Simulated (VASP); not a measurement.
Calculation: AM05 GGA, VASP's PBE PAW potentials (set 64) (plane waves; VASP).

The input files of a VASP run:

**POSCAR**
```
BN
1
    1.2533419103    -2.1708522578     0.0000000000
    1.2533419103     2.1708522578     0.0000000000
    0.0000000000    -0.0000000000     7.3122916172
B N
2 2
Direct
  0.3333330000   0.6666670000   0.2500000000
  0.6666670000   0.3333330000   0.7500000000
  0.6666670000   0.3333330000   0.2500000000
  0.3333330000   0.6666670000   0.7500000000
```

INCAR:
```
SYSTEM = BN
PREC = Accurate; ENCUT = 520; LREAL = .False.
LASPH = .True.
EDIFF = 1E-6; NELM = 100; ALGO = Normal
ISMEAR = 0; SIGMA = 0.05
GGA = AM
IBRION = 2; NSW = 60; ISIF = 3
EDIFFG = -0.02
LWAVE = .False.; LCHARG = .False.
```

File KPOINTS:
```
Automatic
0
gamma
 9 9 3
```

POTCAR, in this order: B N (PBE.64 set). Program: vasp_std.

Output

OSZICAR:
```
       N       E                     dE             d eps       ncg     rms          rms(c)
DAV:   1     0.656468596530E+02    0.65647E+02   -0.81732E+03   576   0.121E+03
DAV:   2    -0.345615955332E+02   -0.10021E+03   -0.91583E+02   868   0.256E+02
DAV:   3    -0.395135976368E+02   -0.49520E+01   -0.49083E+01   708   0.610E+01
DAV:   4    -0.395683416529E+02   -0.54744E-01   -0.54691E-01   736   0.717E+00
DAV:   5    -0.395691786969E+02   -0.83704E-03   -0.83686E-03   716   0.875E-01    0.110E+01
DAV:   6    -0.365132785502E+02    0.30559E+01   -0.74689E+00   684   0.222E+01    0.514E+00
DAV:   7    -0.362095795976E+02    0.30370E+00   -0.47870E-01   720   0.589E+00    0.312E+00
DAV:   8    -0.361217021340E+02    0.87877E-01   -0.30006E-01   680   0.417E+00    0.425E-01
DAV:   9    -0.361195353034E+02    0.21668E-02   -0.12748E-02   708   0.992E-01    0.173E-01
DAV:  10    -0.361212604784E+02   -0.17252E-02   -0.17934E-03   660   0.352E-01    0.408E-02
DAV:  11    -0.361215122475E+02   -0.25177E-03   -0.28485E-04   736   0.147E-01    0.255E-02
DAV:  12    -0.361215160250E+02   -0.37775E-05   -0.52774E-05   668   0.626E-02    0.390E-03
DAV:  13    -0.361215164924E+02   -0.46739E-06   -0.21039E-06   628   0.134E-02
   1 F= -.36121516E+02 E0= -.36121516E+02  d E =-.361215E+02
       N       E                     dE             d eps       ncg     rms          rms(c)
DAV:   1    -0.361223545305E+02   -0.83851E-03   -0.29661E-02   604   0.155E+00    0.108E-01
DAV:   2    -0.361219158192E+02    0.43871E-03   -0.47524E-04   712   0.189E-01    0.613E-02
DAV:   3    -0.361217144841E+02    0.20134E-03   -0.41318E-04   696   0.153E-01    0.138E-02
DAV:   4    -0.361217138315E+02    0.65254E-06   -0.19495E-05   708   0.418E-02    0.464E-03
DAV:   5    -0.361217138226E+02    0.89285E-08   -0.81630E-06   700   0.236E-02
   2 F= -.36121714E+02 E0= -.36121714E+02  d E =-.197330E-03
       N       E                     dE             d eps       ncg     rms          rms(c)
DAV:   1    -0.361217219500E+02   -0.81185E-05   -0.31178E-04   616   0.160E-01    0.117E-02
DAV:   2    -0.361217170160E+02    0.49340E-05   -0.55446E-06   716   0.202E-02    0.657E-03
DAV:   3    -0.361217147815E+02    0.22345E-05   -0.36595E-06   712   0.145E-02    0.145E-03
DAV:   4    -0.361217147299E+02    0.51622E-07   -0.12016E-07   340   0.328E-03
   3 F= -.36121715E+02 E0= -.36121715E+02  d E =-.198238E-03
       N       E                     dE             d eps       ncg     rms          rms(c)
DAV:   1    -0.361221170441E+02   -0.40226E-03   -0.71731E-03   608   0.748E-01    0.730E-02
DAV:   2    -0.361219317483E+02    0.18530E-03   -0.28246E-04   640   0.153E-01    0.300E-02
DAV:   3    -0.361218912336E+02    0.40515E-04   -0.86912E-05   692   0.731E-02    0.111E-02
DAV:   4    -0.361218864294E+02    0.48041E-05   -0.10785E-05   744   0.294E-02    0.403E-03
DAV:   5    -0.361218859314E+02    0.49799E-06   -0.23847E-06   540   0.133E-02
   4 F= -.36121886E+02 E0= -.36121886E+02  d E =-.171202E-03
       N       E                     dE             d eps       ncg     rms          rms(c)
DAV:   1    -0.361244504627E+02   -0.25640E-02   -0.64247E-02   584   0.224E+00    0.218E-01
DAV:   2    -0.361227892040E+02    0.16613E-02   -0.25237E-03   636   0.457E-01    0.896E-02
DAV:   3    -0.361224246538E+02    0.36455E-03   -0.78221E-04   684   0.219E-01    0.330E-02
DAV:   4    -0.361223819182E+02    0.42736E-04   -0.97317E-05   744   0.883E-02    0.121E-02
DAV:   5    -0.361223777337E+02    0.41845E-05   -0.23319E-05   696   0.400E-02    0.739E-03
DAV:   6    -0.361223781005E+02   -0.36676E-06   -0.24769E-06   632   0.160E-02
   5 F= -.36122378E+02 E0= -.36122378E+02  d E =-.663371E-03
       N       E                     dE             d eps       ncg     rms          rms(c)
DAV:   1    -0.361315232099E+02   -0.91455E-02   -0.25460E-01   588   0.445E+00    0.435E-01
DAV:   2    -0.361249036676E+02    0.66195E-02   -0.10010E-02   624   0.910E-01    0.178E-01
DAV:   3    -0.361234516338E+02    0.14520E-02   -0.31189E-03   696   0.437E-01    0.659E-02
DAV:   4    -0.361232811828E+02    0.17045E-03   -0.39021E-04   736   0.177E-01    0.241E-02
DAV:   5    -0.361232642432E+02    0.16940E-04   -0.94741E-05   708   0.804E-02    0.147E-02
DAV:   6    -0.361232662476E+02   -0.20044E-05   -0.10241E-05   664   0.322E-02    0.150E-03
DAV:   7    -0.361232665344E+02   -0.28678E-06   -0.42613E-07   484   0.658E-03
   6 F= -.36123267E+02 E0= -.36123267E+02  d E =-.155180E-02
       N       E                     dE             d eps       ncg     rms          rms(c)
DAV:   1    -0.361572328982E+02   -0.33967E-01   -0.99749E-01   588   0.877E+00    0.861E-01
DAV:   2    -0.361311485828E+02    0.26084E-01   -0.38992E-02   624   0.180E+00    0.353E-01
DAV:   3    -0.361253903017E+02    0.57583E-02   -0.12403E-02   684   0.868E-01    0.131E-01
DAV:   4    -0.361247159563E+02    0.67435E-03   -0.15610E-03   732   0.352E-01    0.482E-02
DAV:   5    -0.361246449184E+02    0.71038E-04   -0.39073E-04   708   0.162E-01    0.293E-02
DAV:   6    -0.361246547174E+02   -0.97990E-05   -0.41955E-05   668   0.649E-02    0.298E-03
DAV:   7    -0.361246559173E+02   -0.11999E-05   -0.19384E-06   668   0.132E-02    0.231E-03
DAV:   8    -0.361246564917E+02   -0.57446E-06   -0.58922E-07   552   0.629E-03
   7 F= -.36124656E+02 E0= -.36124656E+02  d E =-.294176E-02
       N       E                     dE             d eps       ncg     rms          rms(c)
DAV:   1    -0.362523303954E+02   -0.12767E+00   -0.38308E+00   588   0.171E+01    0.168E+00
DAV:   2    -0.361512856822E+02    0.10104E+00   -0.14748E-01   608   0.350E+00    0.692E-01
DAV:   3    -0.361286670223E+02    0.22619E-01   -0.49150E-02   684   0.172E+00    0.257E-01
DAV:   4    -0.361260445116E+02    0.26225E-02   -0.62331E-03   728   0.699E-01    0.964E-02
DAV:   5    -0.361257306659E+02    0.31385E-03   -0.16624E-03   712   0.330E-01    0.578E-02
DAV:   6    -0.361257827545E+02   -0.52089E-04   -0.17591E-04   660   0.132E-01    0.595E-03
DAV:   7    -0.361257878416E+02   -0.50871E-05   -0.81101E-06   728   0.263E-02    0.528E-03
DAV:   8    -0.361257902506E+02   -0.24090E-05   -0.26182E-06   656   0.125E-02    0.253E-03
DAV:   9    -0.361257902124E+02    0.38233E-07   -0.37077E-07   460   0.517E-03
   8 F= -.36125790E+02 E0= -.36125790E+02  d E =-.407548E-02
       N       E                     dE             d eps       ncg     rms          rms(c)
DAV:   1    -0.361279129683E+02   -0.21227E-02   -0.68232E-02   576   0.229E+00    0.192E-01
DAV:   2    -0.361264916919E+02    0.14213E-02   -0.17852E-03   628   0.379E-01    0.911E-02
DAV:   3    -0.361260511091E+02    0.44058E-03   -0.87114E-04   696   0.225E-01    0.327E-02
DAV:   4    -0.361260191965E+02    0.31913E-04   -0.10063E-04   736   0.893E-02    0.116E-02
DAV:   5    -0.361260159035E+02    0.32930E-05   -0.27018E-05   704   0.431E-02    0.784E-03
DAV:   6    -0.361260165360E+02   -0.63252E-06   -0.40008E-06   672   0.193E-02
   9 F= -.36126017E+02 E0= -.36126017E+02  d E =-.226324E-03
       N       E                     dE             d eps       ncg     rms          rms(c)
DAV:   1    -0.361271143750E+02   -0.10985E-02   -0.37783E-02   580   0.170E+00    0.143E-01
DAV:   2    -0.361263240811E+02    0.79029E-03   -0.99300E-04   628   0.283E-01    0.678E-02
DAV:   3    -0.361260802107E+02    0.24387E-03   -0.48297E-04   692   0.167E-01    0.243E-02
DAV:   4    -0.361260625606E+02    0.17650E-04   -0.56091E-05   732   0.667E-02    0.866E-03
DAV:   5    -0.361260607551E+02    0.18055E-05   -0.15068E-05   700   0.322E-02    0.584E-03
DAV:   6    -0.361260611103E+02   -0.35524E-06   -0.21528E-06   592   0.145E-02
  10 F= -.36126061E+02 E0= -.36126061E+02  d E =-.270898E-03
```

OUTCAR:
```
------------------------ aborting loop because EDIFF is reached ----------------------------------------
  FORCE on cell =-STRESS in cart. coord.  units (eV):
  Direction    XX          YY          ZZ          XY          YZ          ZX
  --------------------------------------------------------------------------------------
  Total       -0.0075008     -0.0075008     -0.0058667     -0.0000000      0.0000000     -0.0000000
  in kB       -0.2850792     -0.2850793     -0.2229739     -0.0000000      0.0000000     -0.0000000
  external PRESSURE =      -0.2643775 kB  Pullay stress =       0.0000000 kB
  volume of cell :       42.16
      direct lattice vectors                 reciprocal lattice vectors
     1.252905817 -2.170096922  0.000000000     0.399072295 -0.230404456  0.000000000
     1.252905817  2.170096922  0.000000000     0.399072295  0.230404456 -0.000000000
    -0.000000000  0.000000000  7.752171342    -0.000000000  0.000000000  0.128996117
  FREE ENERGIE OF THE ION-ELECTRON SYSTEM (eV)
  ---------------------------------------------------
  free  energy   TOTEN  =       -36.1260611103 eV

  energy  without entropy=      -36.1260611103  energy(sigma->0) =      -36.12606111

 reached required accuracy - stopping structural energy minimisation
```
(Selected blocks of OUTCAR.)

CONTCAR:
```
BN
   1.00000000000000
     1.2529058174387344   -2.1700969223704618    0.0000000000000000
     1.2529058174387344    2.1700969223704618    0.0000000000000000
    -0.0000000000000000    0.0000000000000000    7.7521713418520504
  B               N
     2     2
Direct
     0.3333330000000032    0.6666669999999968    0.2500000000000000
     0.6666669999999968    0.3333330000000032    0.7500000000000000
     0.6666669999999968    0.3333330000000032    0.2500000000000000
     0.3333330000000032    0.6666669999999968    0.7500000000000000
```

### OUTCAR
```
 val. band max:        1.0954367809   @ k =   0.3333   0.3333   0.3333

 cond. band min:       5.6416059391   @ k =   0.4444   0.1111   0.0000


 Fermi energy:         1.3679142248

 k-point     1 :       0.0000    0.0000    0.0000
  band No.  band energies     occupation
      1     -16.5083      2.00000
      2     -16.4262      2.00000
      3      -4.6061      2.00000
      4      -3.6844      2.00000
      5      -0.2024      2.00000
      6      -0.2023      2.00000
      7      -0.1960      2.00000
      8      -0.1959      2.00000
      9       5.7804      0.00000
     10       9.7120      0.00000
     11      12.1226      0.00000
     12      12.6036      0.00000

 k-point     2 :       0.1111   -0.0000    0.0000
  band No.  band energies     occupation
      1     -16.2697      2.00000
      2     -16.1902      2.00000
      3      -4.2799      2.00000
      4      -3.3760      2.00000
      5      -1.1605      2.00000
      6      -1.1573      2.00000
      7      -0.6481      2.00000
      8      -0.6399      2.00000
      9       6.1978      0.00000
     10       9.8015      0.00000
     11      12.0987      0.00000
     12      12.4921      0.00000

 k-point     3 :       0.2222   -0.0000    0.0000
  band No.  band energies     occupation
      1     -15.5786      2.00000
      2     -15.5073      2.00000
      3      -3.3510      2.00000
      4      -3.3441      2.00000
      5      -3.3268      2.00000
      6      -2.4815      2.00000
      7      -1.5936      2.00000
      8      -1.5828      2.00000
      9       7.3017      0.00000
     10       9.6157      0.00000
     11      10.9897      0.00000
     12      11.6554      0.00000

 k-point     4 :       0.3333   -0.0000    0.0000
  band No.  band energies     occupation
      1     -14.5440      2.00000
      2     -14.4874      2.00000
      3      -5.7527      2.00000
      4      -5.7375      2.00000
      5      -2.4653      2.00000
      6      -2.4529      2.00000
...
```

Energy and stress use the plane-wave basis of the starting cell. Without a dispersion term in the relaxation, distances and binding between the weakly bound layers, chains or molecules are unreliable, and so is what depends on them.

The compound is BN in the hex structure. This run relaxes it. Symmetry was kept, so distortions that lower it aren't found. The start is the result of an earlier pass.
